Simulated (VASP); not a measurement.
# ScZn (Pm-3m) in VASP: further runs

One crystal, ScZn, is run at these levels: LDA; tasks: single point.

All numbers are computed with VASP 6.6.1; they aren't measurements. Logs are shortened: lines on timing, memory, paths and dates and some standing lists are left out, and cuts for length are marked.

**1. Starting point**

The structure is cubic, space group Pm-3m (No. 221). Conventional cell: a = 3.258 Å, b = 3.258 Å, c = 3.258 Å, α = 90.00°, β = 90.00°, γ = 90.00°. Sc (site symmetry m-3m) is surrounded by 8 Zn at 2.82 Å. Zn (site symmetry m-3m) has 8 Sc at 2.82 Å as nearest neighbours.

**2. Single point, LDA**

The input, INCAR:

```
ALGO = Normal
EDIFF = 1E-6
ENCUT = 520
GGA = CA
ISIF = 2
ISMEAR = -1
LASPH = T
LCHARG = T
LELF = T
LREAL = F
LVHAR = T
LWAVE = F
NBANDS = 18
NELM = 100
PREC = Accurate
SIGMA = 0.15
```

The input, KPOINTS:

```
k-points
0
Gamma
  7 7 7
```

The input, POSCAR:

```
ScZn
1.0
    3.2581725678      0.0000000000      0.0000000000
    0.0000000000      3.2581725678      0.0000000000
    0.0000000000      0.0000000000      3.2581725678
Sc Zn
1 1
Direct
    0.0000000000      0.0000000000      0.0000000000
    0.5000000000      0.5000000000      0.5000000000
```

Potentials or basis: VASP PAW LDA potentials, release 64 (Sc_sv, Zn).

Run with:

```bash
cat potpaw_LDA.64/Sc_sv/POTCAR potpaw_LDA.64/Zn/POTCAR > POTCAR
mpirun -np 1 vasp_std > vasp.out
```

OUTCAR:

```text
EDIFF = 1E-6
   ENCUT = 520
   GGA = CA
   ISIF = 2
   ISMEAR = -1
   LASPH = T
   LREAL = F
   NELM = 100
   PREC = Accurate

 ion  position               nearest neighbor table
   1  0.000  0.000  0.000-   2 2.82   2 2.82   2 2.82   2 2.82   2 2.82   2 2.82   2 2.82   2 2.82

   2  0.500  0.500  0.500-   1 2.82   1 2.82   1 2.82   1 2.82   1 2.82   1 2.82   1 2.82   1 2.82

  LATTYP: Found a simple cubic cell.
 ALAT       =     3.2581725678

  Lattice vectors:

 A1 = (   3.2581725678,   0.0000000000,   0.0000000000)
 A2 = (   0.0000000000,   3.2581725678,   0.0000000000)
 A3 = (   0.0000000000,   0.0000000000,   3.2581725678)

Analysis of symmetry for initial positions (statically):
=====================================================================
 Subroutine PRICEL returns:
 Original cell was already a primitive cell.

 Routine SETGRP: Setting up the symmetry group for a
 simple cubic supercell.

 Subroutine GETGRP returns: Found 48 space group operations
 (whereof 48 operations were pure point group operations)
 out of a pool of 48 trial point group operations.

The static configuration has the point symmetry O_h .

Analysis of symmetry for dynamics (positions and initial velocities):
=====================================================================
 Subroutine PRICEL returns:
 Original cell was already a primitive cell.

 Routine SETGRP: Setting up the symmetry group for a
 simple cubic supercell.

 Subroutine GETGRP returns: Found 48 space group operations
 (whereof 48 operations were pure point group operations)
 out of a pool of 48 trial point group operations.

The dynamic configuration has the point symmetry O_h .

 Subroutine INISYM returns: Found 48 space group operations
 (whereof 48 operations are pure point group operations),
 and found     1 'primitive' translations

----------------------------------------------------------------------------------------

                                     Primitive cell

  volume of cell :      34.5877

  direct lattice vectors                    reciprocal lattice vectors
     3.258172568  0.000000000  0.000000000     0.306920514  0.000000000  0.000000000
     0.000000000  3.258172568  0.000000000     0.000000000  0.306920514  0.000000000
[... 75 lines left out ...]
   LNONCOLLINEAR =      F non collinear calculations
   LSORBIT =      F    spin-orbit coupling
   LASPH  =      T    aspherical Exc in radial PAW
   ENCUT  =  520.0 eV  38.22 Ry    6.18 a.u.   6.06  6.06  6.06*2*pi/ulx,y,z
   NELM   =    100;   NELMIN=  2; NELMDL= -5     # of ELM steps
   EDIFF  = 0.1E-05   stopping-criterion for ELM
   LREAL  =      F    real-space projection
   EDIFFG = 0.1E-04   stopping-criterion for IOM
   NSW    =      0    number of steps for IOM
   IBRION =     -1    ionic relax: 0-MD 1-quasi-New 2-CG
   NFREE  =      0    steps in history (QN), initial steepest desc. (CG)
   ISIF   =      2    stress and relaxation
   ISYM   =      2    0-nonsym 1-usesym 2-fastsym
   POTIM  = 0.5000    time-step for ionic-motion
   TEBEG  =    0.0;   TEEND  =   0.0 temperature during run
   PSTRESS=    0.0 pullay stress
   NELECT =      23.0000    total number of electrons
   NUPDOWN=      -1.0000    fix difference up-down
   EMIN   =  10.00;   EMAX   =-10.00  energy-range for DOS
   EFERMI =   0.00;   METHOD = LEGACY
   ISMEAR =    -1;   SIGMA  =   0.15  broadening in eV -4-tet -1-fermi 0-gaus
   EFERMI_NEDOS =   21; number of points for ismear=-14 and -15
   IALGO  =     38    algorithm
   IMIX   =      4    mixing-type and parameters
     AMIX     =   0.40;   BMIX     =  1.00
     AMIX_MAG =   1.60;   BMIX_MAG =  1.00
  volume/ion in A,a.u.               =      17.29       116.70
  Fermi-wavevector in a.u.,A,eV,Ry     =   1.428927  2.700280 27.780814  2.041832
  Thomas-Fermi vector in A             =   2.548936
   LORBIT       =      0    0 simple, 1 ext, 2 COOP (PROOUT), +10 PAW based schemes
   GGA     = CA    functional components
   LHFCALC =     F    Hartree Fock is set to
   AEXX    =    0.0000 exact exchange contribution
   IVDW    =     0    specifies the selected vdW correction
   LEPSILON=     F    determine dielectric tensor
   LRPA    =     F    only Hartree local field effects (RPA)
 non-spin polarized calculation
  energy-cutoff  :      520.00
  volume of cell :       34.59
 maximum number of plane-waves:       941
   NGX = 13   NGY = 13   NGZ = 13

 number of electron      22.9999999 magnetization

 Free energy of the ion-electron system (eV)
  ---------------------------------------------------
  ext. energy  EPLUGINS =         0.00000000
  ---------------------------------------------------
  free energy    TOTEN  =        -9.47242992 eV

  energy without entropy =       -9.34993686  energy(sigma->0) =       -9.41118339

 E-fermi :   3.9368     XC(G=0): -11.4997

 val. band max:        3.8826513607   @ k =   0.1429   0.0000   0.0000
 cond. band min:       3.9456117382   @ k =   0.1429   0.1429   0.0000
 fundamental gap:      0.0629603775
 Fermi energy:         3.9367504700

 k-point     1 :       0.0000    0.0000    0.0000
  band No.  band energies     occupation
      1     -44.8327      2.00000
      2     -23.7147      2.00000
      3     -23.7147      2.00000
      4     -23.7147      2.00000
      5      -3.9753      2.00000
      6      -3.4734      2.00000
[... 397 lines left out ...]
      5      -3.3576      2.00000
      6      -3.3366      2.00000
[... 10 lines left out ...]
     17       9.8725      0.00000
     18       9.8725      0.00000

------------------------ aborting loop because EDIFF is reached ----------------------------------------

  FORCE on cell =-STRESS in cart. coord.  units (eV):
  Direction    XX          YY          ZZ          XY          YZ          ZX
  --------------------------------------------------------------------------------------
  -------------------------------------------------------------------------------------
  Total        0.0472035      0.0472035      0.0472035     -0.0000000     -0.0000000      0.0000000
  in kB        2.1865645      2.1865645      2.1865645     -0.0000000     -0.0000000      0.0000000
  external PRESSURE =       2.1865645 kB  Pullay stress =       0.0000000 kB

 VOLUME and BASIS-vectors are now :
 -----------------------------------------------------------------------------
  energy-cutoff  :      520.00
  volume of cell :       34.59
      direct lattice vectors                 reciprocal lattice vectors
     3.258172568  0.000000000  0.000000000     0.306920514  0.000000000  0.000000000
     0.000000000  3.258172568  0.000000000     0.000000000  0.306920514  0.000000000
     0.000000000  0.000000000  3.258172568     0.000000000  0.000000000  0.306920514

 POSITION                                       TOTAL-FORCE (eV/Angst)
 -----------------------------------------------------------------------------------
      0.00000      0.00000      0.00000         0.000000      0.000000      0.000000
      1.62909      1.62909      1.62909         0.000000      0.000000      0.000000
 -----------------------------------------------------------------------------------
    total drift:                                0.000000      0.000000     -0.000000

  FREE ENERGIE OF THE ION-ELECTRON SYSTEM (eV)
  ---------------------------------------------------
  free  energy   TOTEN  =        -9.4724299182 eV

  energy  without entropy=       -9.3499368610  energy(sigma->0) =       -9.41118339
```

stdout:

```text
POSCAR found type information on POSCAR ScZn
 POSCAR found :  2 types and       2 ions
 scaLAPACK will be used
 LDA part: xc-table for (Slater(with rela. corr.)+CA(PZ))
 , standard interpolation
 POSCAR, INCAR and KPOINTS ok, starting setup
 FFT: planning ... GRIDC
 FFT: planning ... GRID_SOFT
 FFT: planning ... GRID
 WAVECAR not read
 entering main loop
```

It took 5.8 s on 1 thread of Intel Xeon Platinum 8488C (Sapphire Rapids), shared host; peak memory 0.13 GiB.

What came out:

```
Free energy            : -9.4724 eV
Pressure               : 0.2 GPa
Band gap on the k mesh : none (metal or under the smearing width)
```

Levels at points of the mesh, in eV from the Fermi level:
| k point | band 8 | band 9 | band 10 | band 11 | band 12 | band 13 | band 14 | band 15 |
| --- | --- | --- | --- | --- | --- | --- | --- | --- |
| (0.00, 0.00, 0.00) | -7.06 | -7.06 | -7.06 | 0.09 | 0.09 | 3.22 | 3.22 | 3.22 |

**3. Single point, LDA**

This run uses another cell than the first one, of 18.05 Å³/atom, 1.043 times its volume.

The input, INCAR:

```
SYSTEM = ScZn
PREC = Accurate ; ENCUT = 520
EDIFF = 1E-7 ; ISMEAR = -1
SIGMA = 0.15 ; LREAL = .False.
LASPH = .True. ; NELM = 100
ALGO = Fast ; ISIF = 2
LWAVE = .False. ; LCHARG = .False.
NBANDS = 18
```

The input, KPOINTS:

```
regular mesh
0
Gamma
  7 7 7
  0 0 0
```

The input, POSCAR:

```
ScZn
1.0
    3.3047241796      0.0000000000      0.0000000000
    0.0000000000      3.3047241796      0.0000000000
    0.0000000000      0.0000000000      3.3047241796
Sc Zn
1 1
Direct
    0.0000000000      0.0000000000      0.0000000000
    0.5000000000      0.5000000000      0.5000000000
```

Potentials or basis: VASP PAW LDA potentials, release 64 (Sc_sv, Zn).

Run with:

```bash
cat potpaw_LDA.64/Sc_sv/POTCAR potpaw_LDA.64/Zn/POTCAR > POTCAR
mpirun -np 1 vasp_std > vasp.out
```

OUTCAR:

```text
SYSTEM = ScZn
   PREC = Accurate
   ENCUT = 520
   EDIFF = 1E-7
   ISMEAR = -1
   LREAL = .False.
   LASPH = .True.
   NELM = 100
   ISIF = 2

 ion  position               nearest neighbor table
   1  0.000  0.000  0.000-   2 2.86   2 2.86   2 2.86   2 2.86   2 2.86   2 2.86   2 2.86   2 2.86

   2  0.500  0.500  0.500-   1 2.86   1 2.86   1 2.86   1 2.86   1 2.86   1 2.86   1 2.86   1 2.86

  LATTYP: Found a simple cubic cell.
 ALAT       =     3.3047241796

  Lattice vectors:

 A1 = (   3.3047241796,   0.0000000000,   0.0000000000)
 A2 = (   0.0000000000,   3.3047241796,   0.0000000000)
 A3 = (   0.0000000000,   0.0000000000,   3.3047241796)

Analysis of symmetry for initial positions (statically):
=====================================================================
 Subroutine PRICEL returns:
 Original cell was already a primitive cell.

 Routine SETGRP: Setting up the symmetry group for a
 simple cubic supercell.

 Subroutine GETGRP returns: Found 48 space group operations
 (whereof 48 operations were pure point group operations)
 out of a pool of 48 trial point group operations.

The static configuration has the point symmetry O_h .

[... 156 lines left out ...]

 E-fermi :   3.6660     XC(G=0): -11.2931

 val. band max:        3.6135196993   @ k =   0.1429   0.0000   0.0000
 cond. band min:       3.6742513077   @ k =   0.1429   0.1429   0.0000
 fundamental gap:      0.0607316085
 Fermi energy:         3.6659576487

 k-point     1 :       0.0000    0.0000    0.0000
  band No.  band energies     occupation
      1     -45.2240      2.00000
      2     -24.1107      2.00000
      3     -24.1107      2.00000
      4     -24.1107      2.00000
      5      -4.0749      2.00000
      6      -3.6499      2.00000
[... 397 lines left out ...]
      5      -3.5548      2.00000
      6      -3.5362      2.00000
[... 10 lines left out ...]
     17       9.3214      0.00000
     18       9.3214      0.00000

------------------------ aborting loop because EDIFF is reached ----------------------------------------

  FORCE on cell =-STRESS in cart. coord.  units (eV):
  Direction    XX          YY          ZZ          XY          YZ          ZX
  --------------------------------------------------------------------------------------
  -------------------------------------------------------------------------------------
  Total       -0.7571152     -0.7571152     -0.7571152      0.0000000     -0.0000000      0.0000000
  in kB      -33.6098758    -33.6098758    -33.6098758      0.0000000     -0.0000000      0.0000000
  external PRESSURE =     -33.6098758 kB  Pullay stress =       0.0000000 kB

 VOLUME and BASIS-vectors are now :
 -----------------------------------------------------------------------------
  energy-cutoff  :      520.00
  volume of cell :       36.09
      direct lattice vectors                 reciprocal lattice vectors
     3.304724180  0.000000000  0.000000000     0.302597114  0.000000000  0.000000000
     0.000000000  3.304724180  0.000000000     0.000000000  0.302597114  0.000000000
     0.000000000  0.000000000  3.304724180     0.000000000  0.000000000  0.302597114

 POSITION                                       TOTAL-FORCE (eV/Angst)
 -----------------------------------------------------------------------------------
      0.00000      0.00000      0.00000         0.000000      0.000000      0.000000
      1.65236      1.65236      1.65236         0.000000      0.000000      0.000000
 -----------------------------------------------------------------------------------
    total drift:                                0.000000      0.000000      0.000000

  FREE ENERGIE OF THE ION-ELECTRON SYSTEM (eV)
  ---------------------------------------------------
  free  energy   TOTEN  =        -9.4580060451 eV

  energy  without entropy=       -9.3335427030  energy(sigma->0) =       -9.39577437
```

OSZICAR:

```text
N       E                     dE             d eps       ncg     rms          rms(c)
DAV:   1     0.156194975969E+03    0.15619E+03   -0.10789E+04   728   0.158E+03
DAV:   2    -0.381669491098E+01   -0.16001E+03   -0.15774E+03   720   0.405E+02
DAV:   3    -0.105185872749E+02   -0.67019E+01   -0.66311E+01  1022   0.999E+01
DAV:   4    -0.105874465110E+02   -0.68859E-01   -0.68768E-01  1004   0.910E+00
DAV:   5    -0.105887659747E+02   -0.13195E-02   -0.13194E-02   980   0.104E+00    0.710E+00
RMM:   6    -0.949192497840E+01    0.10968E+01   -0.15996E+00   761   0.167E+01    0.208E+00
RMM:   7    -0.947531070650E+01    0.16614E-01   -0.11241E+00   985   0.828E+00    0.105E+00
RMM:   8    -0.946082284465E+01    0.14488E-01   -0.82058E-02   870   0.372E+00    0.785E-01
RMM:   9    -0.945838544446E+01    0.24374E-02   -0.30890E-02   980   0.214E+00    0.365E-01
RMM:  10    -0.945827342151E+01    0.11202E-03   -0.79762E-03   956   0.990E-01    0.108E-01
RMM:  11    -0.945809241609E+01    0.18101E-03   -0.21436E-03   928   0.525E-01    0.729E-02
RMM:  12    -0.945800108260E+01    0.91333E-04   -0.32723E-04  1009   0.213E-01    0.159E-02
RMM:  13    -0.945800792020E+01   -0.68376E-05   -0.87906E-05  1010   0.959E-02    0.940E-03
RMM:  14    -0.945800608654E+01    0.18337E-05   -0.12043E-05   969   0.459E-02    0.457E-03
RMM:  15    -0.945800598435E+01    0.10219E-06   -0.40357E-06   958   0.208E-02    0.761E-04
RMM:  16    -0.945800604506E+01   -0.60711E-07   -0.49087E-07   782   0.118E-02
   1 F= -.94580060E+01 E0= -.93957744E+01  d E =-.124463E+00
```

stdout:

```text
POSCAR found type information on POSCAR ScZn
 POSCAR found :  2 types and       2 ions
 scaLAPACK will be used
 LDA part: xc-table for (Slater(with rela. corr.)+CA(PZ))
 , standard interpolation
 POSCAR, INCAR and KPOINTS ok, starting setup
 FFT: planning ... GRIDC
 FFT: planning ... GRID_SOFT
 FFT: planning ... GRID
 WAVECAR not read
 entering main loop
```

Run time: 13 s. Hardware: 1 thread of Intel Xeon Platinum 8488C (Sapphire Rapids), shared host; peak memory 0.14 GiB.

Results:

```
Free energy            : -9.4580 eV
Pressure               : -3.4 GPa
Band gap on the k mesh : none (metal or under the smearing width)
```
